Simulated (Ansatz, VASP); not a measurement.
**Nb2Te2S in VASP and in Ansatz**

```
Nb Te S
1.0
    -2.34333    2.34333    5.60228
     2.34333   -2.34333    5.60228
     2.34333    2.34333   -5.60228
Nb Te S
2 2 1
Direct
  0.61153 0.61153 0.00000
  0.38847 0.38847 0.00000
  0.75000 0.25000 0.50000
  0.25000 0.75000 0.50000
  0.00000 0.00000 0.00000
```

Change from the starting cell: species swapped into the DySi2Os2 type (I4/mmm, No. 139).

Alike in both runs: functional PBE; k mesh 6 × 6 × 6; occupations gaussian, width 0.1 eV; no spin polarisation.

Ansatz relaxed the structure, and its values are those at the end. VASP's run is a single point on that final structure, the one shown.

```csv
,VASP,Ansatz
version,VASP 6.6.1,Ansatz 0.2.0
potentials or method,"VASP PAW PBE potentials, release 64 (Nb_sv, Te, S)","scalar-relativistic, plane waves, PAW"
plane-wave cutoff (eV),520,420
valence electrons in the cell,44,64
```

|  | VASP | Ansatz | Ansatz less VASP |
| --- | --- | --- | --- |
| gap on the k mesh at the Fermi level (eV) | none | none | - |
| pressure (GPa) | -0.1 | 0.1 | +0.13 |
| rms of the force components (eV/Å) | 0.011 | 0.000 | -0.0107 |

A gap of «none» marks a metal or a gap that the smearing closes. The two sets of potentials don't hold the same shells in valence.

Spin-orbit coupling is left out, which matters for the levels of Te.
